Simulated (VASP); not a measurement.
Level of theory: AM05 GGA, VASP's PBE PAW potentials (set 64) (plane waves; VASP).

VASP input:

**KPOINTS**
```
Regular mesh
0
G
 15 15 9
0 0 0
```

### POSCAR
```
Tc
1.0
  1.3575714931  -2.3513831839   0.0000000000
  1.3575714931   2.3513831839   0.0000000000
  0.0000000000   0.0000000000   4.3503727645
Tc
2
Direct
  0.3333330000   0.6666670000   0.2500000000
  0.6666670000   0.3333330000   0.7500000000
```

**INCAR**
```
ISMEAR = 1
PREC = Accurate
SYSTEM = Tc
SIGMA = 0.1
LASPH = .True.
LCHARG = .False.
LMAXMIX = 4   ! l cut-off of mixed one-centre charges
ALGO = Normal   ! blocked Davidson
NSW = 30
ENCUT = 520
NELM = 100   ! most electronic steps
LWAVE = .False.
GGA = AM
EDIFFG = -0.01
ISIF = 4
IBRION = 2
LREAL = .False.
EDIFF = 1E-7
```

POTCAR, in this order: Tc_pv (PBE.64 set). Program: vasp_std.

Output

File OUTCAR:
```
 ion  position               nearest neighbor table
   1  0.333  0.667  0.250-   2 2.68   2 2.68   2 2.68   2 2.68   2 2.68   2 2.68
   2  0.667  0.333  0.750-   1 2.68   1 2.68   1 2.68   1 2.68   1 2.68   1 2.68
  LATTYP: Found a hexagonal cell.
 ALAT       =     2.7151433178
 C/A-ratio  =     1.6022626636
 Subroutine PRICEL returns:
 Original cell was already a primitive cell.
 Subroutine GETGRP returns: Found 24 space group operations
The static configuration has the point symmetry D_3d.
 The point group associated with its full space group is D_6h.
The dynamic configuration has the point symmetry D_3d.
 Subroutine INISYM returns: Found 24 space group operations
 Subroutine IBZKPT returns following result:
 Found    135 irreducible k-points:

 Following reciprocal coordinates:
            Coordinates               Weight
  0.000000  0.000000  0.000000      1.000000
  0.066667  0.000000  0.000000      6.000000
  0.133333  0.000000  0.000000      6.000000
  0.200000  0.000000  0.000000      6.000000
  0.266667  0.000000  0.000000      6.000000
  0.333333  0.000000  0.000000      6.000000
  0.400000  0.000000  0.000000      6.000000
  0.466667  0.000000  0.000000      6.000000
  0.066667  0.066667  0.000000      6.000000
  0.133333  0.066667  0.000000     12.000000
  0.200000  0.066667  0.000000     12.000000
  0.266667  0.066667  0.000000     12.000000
  0.333333  0.066667  0.000000     12.000000
  0.400000  0.066667  0.000000     12.000000
  0.466667  0.066667  0.000000      6.000000
  0.133333  0.133333  0.000000      6.000000
  0.200000  0.133333  0.000000     12.000000
  0.266667  0.133333  0.000000     12.000000
  0.333333  0.133333  0.000000     12.000000
  0.400000  0.133333  0.000000     12.000000
  0.200000  0.200000  0.000000      6.000000
  0.266667  0.200000  0.000000     12.000000
  0.333333  0.200000  0.000000     12.000000
  0.400000  0.200000  0.000000      6.000000
  0.266667  0.266667  0.000000      6.000000
  0.333333  0.266667  0.000000     12.000000
  0.333333  0.333333  0.000000      2.000000
  0.000000  0.000000  0.111111      2.000000
  0.066667  0.000000  0.111111     12.000000
  0.133333  0.000000  0.111111     12.000000
  0.200000  0.000000  0.111111     12.000000
  0.266667  0.000000  0.111111     12.000000
  0.333333  0.000000  0.111111     12.000000
  0.400000  0.000000  0.111111     12.000000
  0.466667  0.000000  0.111111     12.000000
  0.066667  0.066667  0.111111     12.000000
  0.133333  0.066667  0.111111     24.000000
  0.200000  0.066667  0.111111     24.000000
  0.266667  0.066667  0.111111     24.000000
  0.333333  0.066667  0.111111     24.000000
   k-points           NKPTS =    135   k-points in BZ     NKDIM =    135   number of bands    NBANDS=     17
   number of dos      NEDOS =    301   number of ions     NIONS =      2
   total plane-waves  NPLWV =  12800
   dimension x,y,z NGX =    20 NGY =   20 NGZ =   32
   dimension x,y,z NGXF=    40 NGYF=   40 NGZF=   64
   ions per type =               2
   PREC   = accura    normal or accurate (medium, high low for compatibility)
   ISTART =      0    job   : 0-new  1-cont  2-samecut
   ICHARG =      2    charge: 1-file 2-atom 10-const
   ISPIN  =      1    spin polarized calculation?
   LNONCOLLINEAR =      F non collinear calculations
   LSORBIT =      F    spin-orbit coupling
   INIWAV =      1    electr: 0-lowe 1-rand  2-diag
   ENCUT  =  520.0 eV  38.22 Ry    6.18 a.u.   5.05  5.05  8.09*2*pi/ulx,y,z
   NELM   =    100;   NELMIN=  2; NELMDL= -5     # of ELM steps
   EDIFF  = 0.1E-06   stopping-criterion for ELM
   LREAL  =      F    real-space projection
...
```

### OSZICAR
```
       N       E                     dE             d eps       ncg     rms          rms(c)
DAV:   1     0.311600297642E+03    0.31160E+03   -0.16858E+04  4630   0.162E+03
DAV:   2    -0.154484620020E+02   -0.32705E+03   -0.32376E+03  5097   0.459E+02
DAV:   3    -0.235791412508E+02   -0.81307E+01   -0.79395E+01  5360   0.831E+01
DAV:   4    -0.236555952535E+02   -0.76454E-01   -0.76162E-01  5110   0.805E+00
DAV:   5    -0.236563491465E+02   -0.75389E-03   -0.75385E-03  5107   0.726E-01    0.262E+01
DAV:   6    -0.222127048433E+02    0.14436E+01   -0.34020E+00  4835   0.184E+01    0.828E+00
DAV:   7    -0.220330204258E+02    0.17968E+00   -0.67492E-01  5128   0.737E+00    0.926E-01
DAV:   8    -0.220213757883E+02    0.11645E-01   -0.12654E-02  4767   0.127E+00    0.304E-01
DAV:   9    -0.220212391229E+02    0.13667E-03   -0.53491E-04  5377   0.199E-01    0.269E-02
DAV:  10    -0.220212452006E+02   -0.60776E-05   -0.28119E-05  4806   0.470E-02    0.125E-02
DAV:  11    -0.220212452366E+02   -0.35992E-07   -0.81464E-07  4854   0.951E-03
   1 F= -.22021245E+02 E0= -.22021059E+02  d E =-.220212E+02
       N       E                     dE             d eps       ncg     rms          rms(c)
DAV:   1    -0.220249455980E+02   -0.37004E-02   -0.17250E-01  4598   0.360E+00    0.340E-01
DAV:   2    -0.220220188816E+02    0.29267E-02   -0.49495E-03  4922   0.621E-01    0.151E-01
DAV:   3    -0.220213409645E+02    0.67792E-03   -0.24184E-03  5412   0.350E-01    0.221E-02
DAV:   4    -0.220213445572E+02   -0.35927E-05   -0.49839E-05  4696   0.744E-02    0.661E-03
DAV:   5    -0.220213438435E+02    0.71362E-06   -0.31114E-06  4848   0.125E-02    0.218E-03
DAV:   6    -0.220213439399E+02   -0.96394E-07   -0.18635E-07  3720   0.356E-03
   2 F= -.22021344E+02 E0= -.22021269E+02  d E =-.987034E-04
       N       E                     dE             d eps       ncg     rms          rms(c)
DAV:   1    -0.220219426191E+02   -0.59878E-03   -0.25722E-02  4598   0.139E+00    0.132E-01
DAV:   2    -0.220215060095E+02    0.43661E-03   -0.74196E-04  4904   0.239E-01    0.581E-02
DAV:   3    -0.220214050504E+02    0.10096E-03   -0.35943E-04  5363   0.134E-01    0.847E-03
DAV:   4    -0.220214055923E+02   -0.54185E-06   -0.72498E-06  4696   0.284E-02    0.245E-03
DAV:   5    -0.220214054865E+02    0.10574E-06   -0.40775E-07  4262   0.448E-03    0.817E-04
DAV:   6    -0.220214054841E+02    0.23770E-08   -0.31927E-08  2312   0.155E-03
   3 F= -.22021405E+02 E0= -.22021283E+02  d E =-.160248E-03
```

OUTCAR:
```
------------------------ aborting loop because EDIFF is reached ----------------------------------------
  FORCE on cell =-STRESS in cart. coord.  units (eV):
  Direction    XX          YY          ZZ          XY          YZ          ZX
  --------------------------------------------------------------------------------------
  Total        0.0083190      0.0083190      0.0061838      0.0000000     -0.0000000     -0.0000000
  in kB        0.4798867      0.4798869      0.3567176      0.0000000     -0.0000000     -0.0000000
  external PRESSURE =       0.4388304 kB  Pullay stress =       0.0000000 kB
  volume of cell :       27.77
      direct lattice vectors                 reciprocal lattice vectors
     1.358788724 -2.353491491  0.000000000     0.367974793 -0.212450311 -0.000000000
     1.358788724  2.353491491 -0.000000000     0.367974793  0.212450311  0.000000000
     0.000000000 -0.000000000  4.342581945     0.000000000  0.000000000  0.230277750
 POSITION                                       TOTAL-FORCE (eV/Angst)
 -----------------------------------------------------------------------------------
      1.35879      0.78450      1.08565        -0.000000     -0.000000     -0.000000
      1.35879     -0.78450      3.25694         0.000000      0.000000      0.000000
 -----------------------------------------------------------------------------------
    total drift:                                0.000024      0.000603     -0.000043
  FREE ENERGIE OF THE ION-ELECTRON SYSTEM (eV)
  ---------------------------------------------------
  free  energy   TOTEN  =       -22.0214054841 eV

  energy  without entropy=      -22.0210392823  energy(sigma->0) =      -22.02128342

 reached required accuracy - stopping structural energy minimisation
```
(Selected blocks of OUTCAR.)

CONTCAR:
```
Tc
   1.00000000000000
     1.3587887243422228   -2.3534914913488523    0.0000000000000000
     1.3587887243422228    2.3534914913488523   -0.0000000000000000
     0.0000000000000000   -0.0000000000000000    4.3425819451919461
  Tc
     2
Direct
     0.3333330000000032    0.6666669999999968    0.2500000000000000
     0.6666669999999968    0.3333330000000032    0.7500000000000000
```

File OUTCAR:
```
 val. band max:       13.0278981949   @ k =   0.2667   0.2667   0.4444

 cond. band min:      13.0317411866   @ k =   0.2000   0.0667   0.3333


 Fermi energy:        13.0293156628

 k-point     1 :       0.0000    0.0000    0.0000
  band No.  band energies     occupation
      1     -26.4500      2.00000
      2     -25.2280      2.00000
      3     -25.2280      2.00000
      4     -25.0193      2.00000
      5     -25.0193      2.00000
      6     -24.9645      2.00000
      7       5.5025      2.00000
      8       7.3698      2.00000
      9      11.3817      2.00000
     10      11.3817      2.00000
     11      11.5061      2.00000
     12      12.1495      2.00000
     13      12.1495      2.00000
     14      12.8571      2.03517
     15      12.8571      2.03519
     16      14.7479     -0.00000
     17      15.6677      0.00000

 k-point     2 :       0.0667    0.0000    0.0000
  band No.  band energies     occupation
      1     -26.4300      2.00000
      2     -25.2733      2.00000
      3     -25.2429      2.00000
      4     -25.0664      2.00000
      5     -25.0254      2.00000
      6     -24.9731      2.00000
      7       5.6758      2.00000
      8       7.5113      2.00000
      9      11.0115      2.00000
     10      11.5307      2.00000
     11      11.8217      2.00000
     12      12.0578      2.00000
     13      12.2884      2.00000
     14      12.6391      2.00000
     15      12.7363      2.00028
     16      13.7943     -0.00000
     17      15.7466      0.00000

 k-point     3 :       0.1333    0.0000    0.0000
  band No.  band energies     occupation
      1     -26.3715      2.00000
      2     -25.4012      2.00000
      3     -25.2838      2.00000
      4     -25.1972      2.00000
      5     -25.0434      2.00000
      6     -24.9991      2.00000
      7       6.1654      2.00000
      8       7.8800      2.00000
      9      10.5357      2.00000
     10      11.7815      2.00000
     11      11.8001      2.00000
...
```

The compound is Tc in the hcp structure. This run relaxes it. Symmetry was kept, so distortions that lower it aren't found.
